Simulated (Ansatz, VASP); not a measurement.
# Ba2SO: VASP beside Ansatz

One calculation is typed for both programs; each brings its own data sets and cutoff. How far apart do they land? The cell is invented: As first built, before any earlier steps moved the atoms (in the runner's words): it takes the BaO structure with some of its atoms replaced by other elements, volume scaled by an estimate. It may not be a known or stable phase. The cell is taken from a series of VASP runs on this material, whose earlier steps may have relaxed, scaled or displaced it; both programs get it as it stands.

Method: plane waves, with VASP 6.6.1 beside it; band structure at HSE06, in Ansatz 0.2.0.

### 1. Starting point

It takes space group P4/mmm (No. 123, tetragonal). Conventional cell: a = 4.032 Å, b = 4.032 Å, c = 5.709 Å, α = 90.00°, β = 90.00°, γ = 90.00°. Nearest to Ba lie 4 S at 2.85 Å and 2 O at 2.85 Å. Nearest to Ba lie 4 O at 2.85 Å and 2 S at 2.85 Å. Nearest to S lie 6 Ba at 2.85 Å. Nearest to O lie 6 Ba at 2.85 Å. As first built, before any earlier steps moved the atoms (in the runner's words): sites of the BaO structure (space group 225) filled with other elements, volume scaled by an estimate. Farther neighbours and most contacts between anions are not listed.

### 2. Ansatz: band structure, HSE06

Ansatz runs on its default PAW (the set named soft_2) files.

Levels along a path test the potential and the projectors away from the mesh points.

Input file input.yaml:

```yaml
crystal:
  lattice:
    - [4.0317793806, 0.0, 0.0]
    - [0.0, 4.0317793806, 0.0]
    - [0.0, 0.0, 5.7089269196]
  atoms:
    - { symbol: Ba, position: [0.5, 0.5, 0.5] }
    - { symbol: Ba, position: [0.0, 0.0, 0.0] }
    - { symbol: S, position: [0.0, 0.0, 0.5] }
    - { symbol: O, position: [0.5, 0.5, 0.0] }
hamiltonian:
  xc: { exchange: pbe, correlation: pbe, exx: { coeff: 0.25, omega: 0.2 } }
  pseudopotentials: { kind: paw }
kpoints:
  mp_grid: { grid: [4, 4, 3] }
  band_path:
    path:
      - [0.0, 0.0, 0.0]
      - [0.0, 0.4, 0.0]
      - [0.3, 0.5, 0.0]
      - [0.5, 0.5, 0.0]
      - [0.3, 0.3, 0.0]
      - [0.0, 0.0, 0.1]
      - [0.0, 0.0, 0.5]
      - [0.0, 0.4, 0.5]
      - [0.3, 0.5, 0.5]
      - [0.3, 0.3, 0.5]
      - [0.0, 0.5, 0.1]
      - [0.5, 0.5, 0.0]
      - [0.5, 0.5, 0.5]
    npoints: 1
scf:
  occupations: { method: fermi_dirac, width: 0.05 }
  n_extra_bands: 8
output:
  forces: true
  stress: true
  eigenvalues: true
  write_density: true
  write_potential: true
  elf: true
  volumetric_format: npy
```

Command:

```console
> ansatz run input.yaml --threads 4 --pin off --max-ram 9216MiB --backend cpu --events-out ev --progress --plain --runs-dir out
```

Numbers of over 12 decimals in the logs are rounded to 6 here.

Output:

```text
Warning: output.stress: scf.convergence.dr2_threshold = 1e-7 eV (the SCF's general default) is looser than the 4e-10 eV advised for a printed stress (1e-10 eV for each atom of the cell: 4). What an SCF threshold leaves in a stress goes as its square root, and in the free energy as the threshold itself, and one threshold admits the most on a small cell: [figures from the program's tests cut] Set scf.convergence.dr2_threshold to 4e-10 eV or tighter. The threshold is an SCF's pass mark: one that does not reach it within its budget of iterations ends unconverged, or closes short of it on a stop that the run arms, and scf.convergence.dr2_threshold's page says what that costs each kind of run
Warning: output.stress: scf.exx.energy_threshold = 1e-6 eV is looser than the 4e-8 eV advised for a stress under a hybrid functional (1e-8 eV for each atom of the cell: 4). Every SCF of the exchange loop can meet its threshold on dr2 while the loop round them stops early: no threshold on dr2 bounds what that leaves in the stress. Set scf.exx.energy_threshold to 4e-8 eV or tighter. The threshold is the loop's pass mark: a loop that does not reach it within its budget of cycles ends unconverged, and scf.exx.energy_threshold's page has the law
scf.n_extra_bands = 8 over 16 filled bands (N_el = 32.0): the run solves 24 bands
Engine: ansatz 0.2.0, x86_64-unknown-linux-gnu
Pseudopotentials: kind: paw
Pseudopotential: Ba, paw, valence charge 10, recommended cutoff 420 eV (normal), Ba.paw.azcp
Pseudopotential: S, paw, valence charge 6, recommended cutoff 420 eV (normal), S.paw.azcp
Pseudopotential: O, paw, valence charge 6, recommended cutoff 420 eV (normal), O.paw.azcp
Functional definition: unnamed
  parameter a_1 = 0.25
  parameter omega_1 = 0.2/angstrom
  exchange = pbe_x + (-a_1)*pbe_x_sr(omega_1) + a_1*exact_x_sr(omega_1)
  correlation = pbe_c
Crystal: 4 atoms, lattice volume = 92.800 Å³
Basis set: ecut = 420 eV, 1827 PW (Γ), exchange–correlation on 54×54×80 points (8 copies of the dense FFT grid, shifted against one another)
Bands: 24, of which v1, the nominal top of the filled ones, is band 16 counted from 1 (15 counted from 0)
Symmetry: 16 space group operations
Space group: P4/mmm (ITA 123), of the structure as read, at distance tolerance 4.5e-5 Å
k-points: 12 of 48
Non-local potential: Ba, projectors of the file, l = 0: 3, l = 1: 2, l = 2: 2, l = 3: 2
Non-local potential: S, projectors of the file, l = 0: 2, l = 1: 2, l = 2: 2
Non-local potential: O, projectors of the file, l = 0: 2, l = 1: 2, l = 2: 1
PAW form: soft (Blöchl's): semilocal exchange-correlation on the pseudo side does not see the compensation charge
PAW frozen core: Ba, regenerated for the run's functional, and the local potential with it (the file was generated under x = pbe(κ = 0.804, μ = 0.219515), c = pbe(β = 0.066725))
PAW frozen core: S, regenerated for the run's functional, and the local potential with it (the file was generated under x = pbe(κ = 0.804, μ = 0.219515), c = pbe(β = 0.066725))
PAW frozen core: O, regenerated for the run's functional, and the local potential with it (the file was generated under x = pbe(κ = 0.804, μ = 0.219515), c = pbe(β = 0.066725))
PAW one-centre angular grid: Ba, 194 points (default); XC on 64 Gauss nodes
PAW one-centre angular grid: S, 110 points (default); XC on 64 Gauss nodes
PAW one-centre angular grid: O, 110 points (default); XC on 96 Gauss nodes
Initial density: superposition of atomic densities (neutral atoms: chi_scale 0, normalization atom), corrected by the library's trained network
Initial wavefunctions: pseudopotential atomic-orbital guess
Functional: x = pbe(κ = 0.804, μ = 0.219515), c = pbe(β = 0.066725), warm-up for x = pbe(κ = 0.804, μ = 0.219515) + 0.25 (exact − pbe) at short range (hse, ω = 0.2 Å⁻¹), c = pbe(β = 0.066725)
SCF iter   1: F=—  HF=-13373.812919 eV  |F-HF|=—  |Δ(HF+E_count)|=         —  Δρ=1.82e-3  dr2=4.52e-3  ethr=1.77e-3  ⟨swp⟩=14.2  Hψ=1884  notcnv=0
preconditioner: auto → none  [insulator: Δε(μ)=1.215 eV  Ē_g=12.681 eV  σ=0.050 eV  W_gap=1.00  n_scr=20 (ndim 8)  ℏωp=20.4 eV  f_vac=0.000  D(μ)=0.00/eV (n_scr^D=0)]
iter 2 solved again at ethr=7.49e-7 eV; its pass at ethr=1.41e-5 eV (dr2=2.40e-4 eV) is discarded
SCF iter   2: F=—  HF=-13373.812570 eV  |F-HF|=—  |Δ(HF+E_count)|=   3.49e-4  Δρ=5.47e-4  dr2=2.41e-4  ethr=7.49e-7  ⟨swp⟩=4.0  Hψ=1516  notcnv=0  defer=2
SCF iter   3: F=-13373.812696 eV  HF=-13373.812671 eV  |F-HF|=2.51e-5  |Δ(HF+E_count)|=   1.01e-4  Δρ=1.77e-4  dr2=1.37e-5  ethr=7.49e-7  ⟨swp⟩=3.5  Hψ=536  notcnv=0  defer=2
SCF 1 stopped early in 3 iterations: F = -13373.812696 eV  dr2 = 1.37e-5
  greatest PAW one-centre occupation: 0.956 electrons in one spin orbital (limit 2), on the Ba atom at site 0 (counted from 0), in its partial waves of l = 0
Initial density: handed on by an earlier stage of this run
Initial wavefunctions: those handed on with the density
Functional: x = pbe(κ = 0.804, μ = 0.219515) + 0.25 (exact − pbe) at short range (hse, ω = 0.2 Å⁻¹), c = pbe(β = 0.066725)
Exchange kernel: α = 0.2500, screened, ω = 0.2000 Å⁻¹, Wigner–Seitz truncation, v(0) = 1116.5335 eV·Å³, q-mesh 4×4×3, nearest image of the exchange supercell L = 16.13 Å, pair-density grid 24×24×27, without the augmentation charges, whose exchange is taken in its separable form by FFT convolution over the k-point mesh (sized by the pseudopotential files, 27×27×40 at the most), smooth part of the exact exchange by density-matrix convolution
Frozen-core exchange: fock
SCF iter   1: F=—  HF=-13383.997262 eV  |F-HF|=—  |Δ(HF+E_count)|=         —  Δρ=6.46e-3  dr2=7.69e-2  ethr=4.29e-7  ⟨swp⟩=12.8  Hψ=1995  notcnv=0
preconditioner: auto → none  [insulator: Δε(μ)=2.394 eV  Ē_g=14.556 eV  σ=0.050 eV  W_gap=1.00  n_scr=20 (ndim 8)  ℏωp=20.4 eV  f_vac=0.000  D(μ)=0.00/eV (n_scr^D=0)]
SCF iter   2: F=—  HF=-13383.988543 eV  |F-HF|=—  |Δ(HF+E_count)|=   8.72e-3  Δρ=8.61e-3  dr2=5.81e-2  ethr=4.29e-7  ⟨swp⟩=7.3  Hψ=1276  notcnv=0
SCF iter   3: F=—  HF=-13383.976867 eV  |F-HF|=—  |Δ(HF+E_count)|=   1.17e-2  Δρ=1.60e-3  dr2=3.45e-3  ethr=4.29e-7  ⟨swp⟩=6.4  Hψ=1035  notcnv=0
SCF iter   4: F=—  HF=-13383.985577 eV  |F-HF|=—  |Δ(HF+E_count)|=   8.71e-3  Δρ=8.43e-4  dr2=1.20e-3  ethr=4.29e-7  ⟨swp⟩=5.4  Hψ=1024  notcnv=0
SCF iter   5: F=—  HF=-13383.985268 eV  |F-HF|=—  |Δ(HF+E_count)|=   3.09e-4  Δρ=1.33e-4  dr2=2.45e-5  ethr=4.29e-7  ⟨swp⟩=4.5  Hψ=674  notcnv=0
SCF iter   6: F=-13383.985361 eV  HF=-13383.985366 eV  |F-HF|=5.60e-6  |Δ(HF+E_count)|=   9.80e-5  Δρ=1.07e-4  dr2=9.85e-6  ethr=5.08e-8  ⟨swp⟩=4.5  Hψ=864  notcnv=0
SCF 2 stopped early in 6 iterations: F = -13383.985361 eV  dr2 = 9.85e-6
  greatest PAW one-centre occupation: 0.957 electrons in one spin orbital (limit 2), on the Ba atom at site 0 (counted from 0), in its partial waves of l = 0
hybrid outer 1: dexx = +1.019e-2 eV, tail = 3.50e-5 eV
Exchange kernel: α = 0.2500, screened, ω = 0.2000 Å⁻¹, Wigner–Seitz truncation, v(0) = 1116.5335 eV·Å³, q-mesh 4×4×3, nearest image of the exchange supercell L = 16.13 Å, pair-density grid 24×24×27, without the augmentation charges, whose exchange is taken in its separable form by FFT convolution over the k-point mesh (sized by the pseudopotential files, 27×27×40 at the most), smooth part of the exact exchange by density-matrix convolution
Frozen-core exchange: fock
SCF iter   1: F=—  HF=-13383.985243 eV  |F-HF|=—  |Δ(HF+E_count)|=         —  Δρ=6.08e-5  dr2=3.54e-6  ethr=5.47e-7  ⟨swp⟩=6.5  Hψ=785  notcnv=0
preconditioner: auto → none  [insulator: Δε(μ)=2.377 eV  Ē_g=14.518 eV  σ=0.050 eV  W_gap=1.00  n_scr=20 (ndim 8)  ℏωp=20.4 eV  f_vac=0.000  D(μ)=0.00/eV (n_scr^D=0)]
SCF iter   2: F=—  HF=-13383.985243 eV  |F-HF|=—  |Δ(HF+E_count)|=   5.16e-8  Δρ=1.13e-5  dr2=1.51e-7  ethr=1.02e-8  ⟨swp⟩=4.5  Hψ=649  notcnv=0
SCF iter   3: F=—  HF=-13383.985243 eV  |F-HF|=—  |Δ(HF+E_count)|=   4.90e-7  Δρ=1.11e-5  dr2=1.18e-7  ethr=3.11e-10  ⟨swp⟩=5.2  Hψ=992  notcnv=0  defer=1
SCF iter   4: F=-13383.985243 eV  HF=-13383.985243 eV  |F-HF|=1.21e-9  |Δ(HF+E_count)|=   2.71e-8  Δρ=2.40e-6  dr2=2.74e-9  ethr=3.11e-10  ⟨swp⟩=3.2  Hψ=552  notcnv=0  defer=1
SCF 3 converged in 4 iterations: F = -13383.985243 eV  dr2 = 2.74e-9
  Residual-converged pass: ⟨swp⟩=4.0  Hψ=735  notcnv=0  max |occ|·‖R‖ = 2.4e-6 eV (tolerance 2.4e-6 eV)  dr2=2.99e-9  dr2_onsite=3.74e-10  max |Δocc| = 2.3e-19
hybrid outer 2: dexx = +4.832e-7 eV, tail = 9.56e-9 eV, Δε = 3.72e-3 eV (about 9.13e-5 eV left of the loop's levels)
NSCF: frozen V_eff on 13 k-points
hybrid SCF converged: 2 outer / 10 inner (+3 warm-up), last move |dexx| = 4.83e-7 eV, tail = 9.56e-9 eV
Stability not checked: this state was not tested for a lower state beside it, because the functional holds exact exchange (a hybrid, or Hartree-Fock), whose exchange loop this test does not read (fock_operator; see scf.lower_state_search)
Free energy (F): -13383.985243 eV
Frozen-core exchange: fock
Harris-Foulkes:  -13383.985243 eV  (|F-HF|=1.21e-9)
Internal energy: -13383.985243 eV  (E = F + TS)
E sigma→0 (E₀):  -13383.985243 eV
Fermi energy:    9.232815 eV
--- Per-component energies (eV) ---
  E_band       = -61.420523
  E_kinetic    = 633.487229
  E_local      = -872.605490  (includes V_loc(G=0)·N_el)
  E_nonlocal   = 189.930604
  E_hartree    = 304.871825
  E_xc         = -413.283609
  E_vxc        = -370.978436  (∫ρ·V_xc dr)
  E_exx        = -69.839830  (= α·E_x^exact, valence–valence)
  E_paw        = -11251.950386  (= ΣΔE_a)
  E_vpaw       = -111.320657  (= ΣTr[D̂ρ^β])
  E_aug_tail   = 0.002341  (compensation charges beyond the density's cutoff)
  E_ewald      = -1904.181421
  E_core_change = -0.416495  (= ΣΔE_core)
  E_smearing   = -0.000000  (= −TS)
  E_closure    = -0.000012  (closes the sum)
  Σ components = -13383.985243   (vs F -13383.985243, Δ=0.00e0)
--- Forces (eV/Å), atoms counted from 1 ---
  atom   1  Ba     0.00000000     0.00000000     0.00000000
  atom   2  Ba    -0.00000000    -0.00000000     0.00000000
  atom   3  S     -0.00000000     0.00000000     0.00000000
  atom   4  O      0.00000000     0.00000000     0.00000000
  max |Σ_I F_I| component: 3.16e-30 eV/Å
--- Stress (GPa, compression-positive) ---
       14.199565       0.000000       0.000000
        0.000000      14.199565       0.000000
        0.000000       0.000000      14.292907
  P = ⅓ Tr σ = 14.2307 GPa (142.307 kbar)
--- Band table (eV; the first three rows and the last of 12) ---
  k-point 0: bands = [... 12 lower, 7.6386, 7.8795, 7.8795, 7.9953, 10.3900, 13.0780, 13.1882, 13.1882, ... 4 higher]
  k-point 1: bands = [... 12 lower, 7.5607, 7.5607, 7.7724, 7.7724, 10.6591, 12.6971, 13.9013, 14.3386, ... 4 higher]
  k-point 2: bands = [... 12 lower, 7.1342, 7.3407, 7.5235, 7.8375, 12.0182, 12.8654, 13.6592, 14.2272, ... 4 higher]
  k-point 11: bands = [... 12 lower, 7.7430, 7.7430, 7.8739, 7.8739, 11.9108, 11.9108, 15.2642, 15.2642, ... 4 higher]
```

Elapsed: 63 s, on 4 threads of Intel Xeon Platinum 8375C at 2.90GHz (Ice Lake), shared host; peak memory 1.4 GiB.

Reading the cycles: dr2 is the Hartree energy of the density residual (eV), the measure of convergence; HF is the Harris–Foulkes estimate of the energy, which meets the free energy F at convergence.

[end of part 1 of 2]

[Lines on the potential files, build, host, timing and source positions are cut from VASP's logs without a mark.]

[Logs are printed without paths, hosts, clocks, repeated set-up lines and the standing remarks that a program may print on its own settings, such as how far it seeks lower states.]

[Hosts, paths, dates, database ids (printed as entryN), source tags and the programs' standing remarks are cut or masked in the printed files.]
